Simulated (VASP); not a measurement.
# Lattice of Mo across functionals and dispersion corrections, part 2 of 2

Which functional gives the lattice of Mo as experiment finds it, and is a dearer one worth its cost? The start is a cell from a database of measured crystal structures.

VASP 6.6.1, plane waves and PAW; the level of theory is named at each step.

Still holding for the runs below: The k-mesh is coarse for a metal.

So far, final volume (Å³): step 2 (relaxation, level PBE) 15.8; step 3 (relaxation, level LDA) 15.1.

### Step 4. Relaxation with r2SCAN

This step: r2SCAN; plane waves and PAW (Mo_sv) (VASP 6.6.1).

r2SCAN adds the kinetic-energy density, costs more than a GGA and is run with LASPH.

INCAR

```
SYSTEM = Mo
PREC = Accurate
ENCUT = 520
EDIFF = 1E-06
NELM = 100
ISMEAR = -1
SIGMA = 0.05
LREAL = .FALSE.
ALGO = Normal
METAGGA = R2SCAN
LASPH = .TRUE.
NBANDS = 13
LORBIT = 11
LWAVE = .FALSE.
LCHARG = .FALSE.
KPAR = 2
IBRION = 2
NSW = 60
ISIF = 3
EDIFFG = -0.01
```

POSCAR

```
Mo
1.0
   -1.5734150000      1.5734150000      1.5734150000
    1.5734150000     -1.5734150000      1.5734150000
    1.5734150000      1.5734150000     -1.5734150000
Mo
1
Direct
    0.0000000000      0.0000000000      0.0000000000
```

KPOINTS

```
Automatic mesh
0
Gamma
10 10 10
0 0 0
```

The projector-augmented-wave data sets are Mo_sv (PBE family, release 64).

On the command line:

```console
> mpirun -np 2 vasp_std
```

What it wrote:

```text
[banner, memory and clock lines left out]
running    2 mpi-ranks, on    1 nodes
[...]
[... a notice as in an earlier step ...]

 LDA part: xc-table for (None), standard interpolation
 POSCAR, INCAR and KPOINTS ok, starting setup
[...]
entering main loop
       N       E                     dE             d eps       ncg     rms          rms(c)
DAV:   1     0.757247350102E+02    0.75725E+02   -0.82858E+03  1222   0.113E+03
DAV:   2    -0.311884975288E+02   -0.10691E+03   -0.10273E+03  1422   0.321E+02
DAV:   3    -0.323891802517E+02   -0.12007E+01   -0.11983E+01  1377   0.344E+01
DAV:   4    -0.323919810561E+02   -0.28008E-02   -0.28008E-02  1372   0.202E+00
[...]
DAV:  10    -0.260598798671E+02   -0.14491E-03   -0.24993E-04  1357   0.185E-01    0.547E-02
DAV:  11    -0.260598524941E+02    0.27373E-04   -0.29976E-05  1242   0.653E-02    0.813E-03
DAV:  12    -0.260598525268E+02   -0.32660E-07   -0.19756E-07   791   0.528E-03
   1 F= -.26059853E+02 E0= -.26055215E+02  d E =-.260599E+02
[...]
DAV:   6    -0.260560171807E+02   -0.33407E-05   -0.19844E-06  1114   0.146E-02    0.716E-04
DAV:   7    -0.260560172444E+02   -0.63633E-07   -0.33160E-08   611   0.204E-03
   2 F= -.26056017E+02 E0= -.26051137E+02  d E =0.383528E-02
 trial-energy change:    0.003835  1 .order    0.003777   -0.004581    0.012136
 step:   0.2699(harm=  0.2741)  dis= 0.00000  next Energy=   -26.060470 (dE=-0.617E-03)
[...]
N       E                     dE             d eps       ncg     rms          rms(c)
DAV:   1    -0.261194848749E+02   -0.63468E-01   -0.12623E+00  1237   0.151E+01    0.264E+00
DAV:   2    -0.260636034133E+02    0.55881E-01   -0.78673E-02  1222   0.366E+00    0.453E-01
DAV:   3    -0.260598855944E+02    0.37178E-02   -0.11944E-02  1272   0.135E+00    0.383E-01
DAV:   4    -0.260604497428E+02   -0.56415E-03   -0.22943E-04  1312   0.171E-01    0.346E-02
DAV:   5    -0.260604655882E+02   -0.15845E-04   -0.11954E-05  1342   0.421E-02    0.943E-03
DAV:   6    -0.260604637861E+02    0.18021E-05   -0.95402E-07   942   0.108E-02    0.154E-03
DAV:   7    -0.260604640378E+02   -0.25170E-06   -0.38106E-08   611   0.246E-03
   3 F= -.26060464E+02 E0= -.26055726E+02  d E =-.611511E-03
[...]
reached required accuracy - stopping structural energy minimisation
```

It took 29 s on 2 MPI ranks of AMD EPYC 9R45, shared host; peak memory 0.23 GiB; 55 s of CPU time.

OUTCAR, selected parts (step 4):

```text
  Total       -0.0000440     -0.0000440     -0.0000440      0.0000000      0.0000000     -0.0000000
  in kB       -0.0044901     -0.0044901     -0.0044901      0.0000000      0.0000000     -0.0000000
  external PRESSURE =      -0.0044901 kB  Pullay stress =       0.0000000 kB

 POSITION                                       TOTAL-FORCE (eV/Angst)
 -----------------------------------------------------------------------------------
      0.00000     -0.00000      0.00000        -0.000000      0.000000      0.000000
 -----------------------------------------------------------------------------------
    total drift:                                0.000000     -0.000000      0.000000

  FREE ENERGIE OF THE ION-ELECTRON SYSTEM (eV)
  ---------------------------------------------------
  free  energy   TOTEN  =       -26.0604640378 eV

  energy  without entropy=      -26.0509883166  energy(sigma->0) =      -26.05572618

[... 2 parts as in an earlier step ...]

[... 2 further parts left out ...]
[key lines of the parts left out:]
E-fermi :  12.6183
```

The PAW data sets were made with PBE, which is usual practice but a small mismatch for other functionals.

Step by step:

| step | energy less that of the first step (eV) | largest force (eV/Å) | pressure (GPa) | volume (Å³) |
| --- | --- | --- | --- | --- |
| 1 | 0.0000 | 0.0000 | 1.83 | 15.58 |
| 2 | 0.0038 | 0.0000 | -4.72 | 15.99 |
| 3 | -0.0006 | 0.0000 | 0.00 | 15.69 |

```
conventional cell, symmetrised  before  after  change
                         a (Å)   3.147  3.154  +0.2 %
                         b (Å)   3.147  3.154  +0.2 %
                         c (Å)   3.147  3.154  +0.2 %
              volume (Å³/atom)   15.58  15.69  +0.7 %
```

The relaxed structure:

```
Mo
1.0
    -1.57706    1.57706    1.57706
     1.57706   -1.57706    1.57706
     1.57706    1.57706   -1.57706
Mo
1
Direct
  0.00000 0.00000 0.00000
```

It ends at 15.69 Å³/atom, +0.7 % from the start, with 0.00 GPa left. The conventional cell has a = 3.154 Å.

### Step 5. Relaxation with PBE + D3(BJ)

This step: PBE with D3(BJ); plane waves and PAW (Mo_sv) (VASP 6.6.1).

A dispersion term adds the long-range attraction that semilocal functionals lack. D3 with Becke-Johnson damping keeps a finite attraction at short range.

Changes to INCAR since step 4:

```diff
@@ -9,5 +9,6 @@
 ALGO = Normal
-METAGGA = R2SCAN
+GGA = PE
+IVDW = 12
+NBANDS = 13
 LASPH = .TRUE.
-NBANDS = 13
 LORBIT = 11
```

POSCAR is that of step 4.

KPOINTS is that of step 4.

On the command line:

```console
> mpirun -np 2 vasp_std
```

What it wrote:

```text
[... set-up lines as in an earlier step ...]
 entering main loop
       N       E                     dE             d eps       ncg     rms          rms(c)
[... 11 cycles as in an earlier step ...]
   1 F= -.11636654E+02 E0= -.11632511E+02  d E =-.116367E+02
[...]
N       E                     dE             d eps       ncg     rms          rms(c)
DAV:   1    -0.114376650296E+02   -0.51727E+00   -0.12164E+01  1237   0.460E+01    0.100E+01
DAV:   2    -0.108934889764E+02    0.54418E+00   -0.77222E-01  1227   0.114E+01    0.146E+00
DAV:   3    -0.108499186812E+02    0.43570E-01   -0.12144E-01  1277   0.434E+00    0.161E+00
DAV:   4    -0.108537110778E+02   -0.37924E-02   -0.32844E-03  1293   0.653E-01    0.260E-01
DAV:   5    -0.108538903381E+02   -0.17926E-03   -0.15525E-04  1337   0.139E-01    0.249E-02
DAV:   6    -0.108538841981E+02    0.61400E-05   -0.28135E-06  1262   0.203E-02    0.122E-03
DAV:   7    -0.108538841999E+02   -0.17569E-08   -0.22764E-08   641   0.205E-03
   2 F= -.11615163E+02 E0= -.11611672E+02  d E =0.214907E-01
 trial-energy change:    0.021491  1 .order    0.022315   -0.022998    0.067628
 step:   0.2644(harm=  0.2538)  dis= 0.00000  next Energy=   -11.639709 (dE=-0.306E-02)
[...]
N       E                     dE             d eps       ncg     rms          rms(c)
DAV:   1    -0.112298904786E+02   -0.37601E+00   -0.68000E+00  1237   0.349E+01    0.587E+00
DAV:   2    -0.109305431514E+02    0.29935E+00   -0.48314E-01  1227   0.858E+00    0.121E+00
DAV:   3    -0.109097560386E+02    0.20787E-01   -0.69349E-02  1272   0.324E+00    0.781E-01
DAV:   4    -0.109119454801E+02   -0.21894E-02   -0.15208E-03  1262   0.418E-01    0.465E-02
DAV:   5    -0.109119487422E+02   -0.32621E-05   -0.11064E-04  1342   0.130E-01    0.840E-03
DAV:   6    -0.109119507800E+02   -0.20378E-05   -0.14348E-06  1144   0.146E-02    0.115E-03
DAV:   7    -0.109119510593E+02   -0.27929E-06   -0.26778E-08   626   0.189E-03
   3 F= -.11639773E+02 E0= -.11635876E+02  d E =-.311947E-02
[...]
reached required accuracy - stopping structural energy minimisation
```

Run time: 6.6 s. Hardware: 2 MPI ranks; peak memory 0.24 GiB; 12 s of CPU time.

From OUTCAR (step 5):

```text
 Edisp (eV)   -0.76128

 Edisp (eV)   -0.72782

  Total      -0.00651    -0.00651    -0.00651     0.00000     0.00000     0.00000
  in kB      -0.67963    -0.67963    -0.67963     0.00000     0.00000     0.00000
  external pressure =       -0.68 kB  Pullay stress =        0.00 kB

 POSITION                                       TOTAL-FORCE (eV/Angst)
 -----------------------------------------------------------------------------------
     -0.00000      0.00000      0.00000         0.000000     -0.000000      0.000000
 -----------------------------------------------------------------------------------
    total drift:                                0.000000     -0.000000      0.000000

  FREE ENERGIE OF THE ION-ELECTRON SYSTEM (eV)
  ---------------------------------------------------
  free  energy   TOTEN  =       -11.6397733339 eV

  energy  without entropy=      -11.6319794539  energy(sigma->0) =      -11.63587639

[... 2 parts as in an earlier step ...]

[... 2 further parts left out ...]
[key lines of the parts left out:]
E-fermi :  13.0146
```

Dispersion corrections of this kind ignore metallic screening and tend to overbind metals.

Step by step:

| step | energy less that of the first step (eV) | largest force (eV/Å) | pressure (GPa) | volume (Å³) |
| --- | --- | --- | --- | --- |
| 1 | 0.0000 | 0.0000 | -4.10 | 15.58 |
| 2 | 0.0215 | 0.0000 | 12.78 | 14.70 |
| 3 | -0.0031 | 0.0000 | -0.07 | 15.34 |

```csv
"conventional cell, symmetrised",before,after,change
a (Å),3.147,3.131,-0.5 %
b (Å),3.147,3.131,-0.5 %
c (Å),3.147,3.131,-0.5 %
volume (Å³/atom),15.58,15.34,-1.5 %
```

The relaxed structure:

```xyz
1
Lattice="-1.5654 1.5654 1.5654 1.5654 -1.5654 1.5654 1.5654 1.5654 -1.5654" Properties=species:S:1:pos:R:3 pbc="T T T"
Mo    0.0000    0.0000    0.0000
```

It ends at 15.34 Å³/atom, -1.5 % from the start, with -0.07 GPa left. The conventional cell has a = 3.131 Å. Against plain PBE, the dispersion term moves a by -1.0 %.

### Step 6. The cells as a table

This step: relaxed cells at several levels; plane waves and PAW (VASP 6.6.1).

Derived from the runs above.

Lengths are those of the conventional cell; cost is the wall time of each run, as given at its step, times its ranks, without the set-up around it. Results by level, by row:

| level | volume (Å³/atom) | change from the start (%) | a (Å) | cost (core minutes) |
| --- | --- | --- | --- | --- |
| PBE | 15.8 | 1.4 | 3.162 | 0.22 |
| LDA | 15.1 | -3.1 | 3.114 | 0.22 |
| r2SCAN | 15.69 | 0.7 | 3.154 | 0.967 |
| PBE + D3(BJ) | 15.34 | -1.5 | 3.131 | 0.22 |

### Step 7. Outcome

```
volume, PBE          : 15.80 Å³/atom
volume, LDA          : 15.10 Å³/atom
volume, r2SCAN       : 15.69 Å³/atom
volume, PBE + D3(BJ) : 15.34 Å³/atom
```

**Reading.** For Mo the levels give volumes between 15.10 Å³/atom (LDA) and 15.80 Å³/atom (PBE), a spread of 4.7 %, while the cost of the finished runs spans a factor of 4.4. Within 1 % of experiment on every length: PBE, r2SCAN and PBE + D3(BJ). The nearest, r2SCAN, took 4.4 times the core time of PBE and lowers the largest miss from 0.46 to 0.23 %. Thermal and zero-point expansion, often some tenths of a per cent in length, bear on this order: with the measured lengths lowered by an assumed 0.4 % the nearest becomes PBE + D3(BJ). The costs hold the number of ionic steps as well as the price of the functional. Adding D3(BJ) to PBE changes the volume by -2.9 % (a by -1.0 %). Pairwise corrections of the D and TS kind ignore the screening in a metal, so they may overbind here. Within 0.02 Å all end in space group Im-3m; the runs can't lower the symmetry of the start. The k-sampling is coarse for a metal, so the Fermi level, pressures and the shape of the cell carry errors. Each is a single relaxation on the plane waves of the start cell, so larger changes of volume carry a basis-set error that was not tested here.

Calculation against experiment:

| quantity | measured | PBE | LDA | r2SCAN | PBE + D3(BJ) |
| --- | --- | --- | --- | --- | --- |
| lattice constant a (Å) | 3.147 | 3.162 (+0.5 %) | 3.114 (-1.0 %) | 3.154 (+0.2 %) | 3.131 (-0.5 %) |

Measured values from pmc:10052566 (2023).

**Verdict.** For the lattice constant a, of the levels listed nearest comes r2SCAN (+0.2 %, good agreement) and farthest LDA (-1.0 %, fair agreement). The grades are ours: good and fair within 0.7 and 1.5 % for the lattice constant a. Zero-point motion and thermal expansion are not in the computed lattice constants.

[Lines on the potential files, build, host, timing and source positions are cut from VASP's logs without a mark.]

[Logs are printed without paths, hosts, clocks, repeated set-up lines and the standing remarks that a program may print on its own settings, such as how far it seeks lower states.]

[Hosts, paths, dates, database ids (printed as entryN), source tags and the programs' standing remarks are cut or masked in the printed files.]

[A measured line is paired with the nearest computed mode of its activity, which favours agreement.]
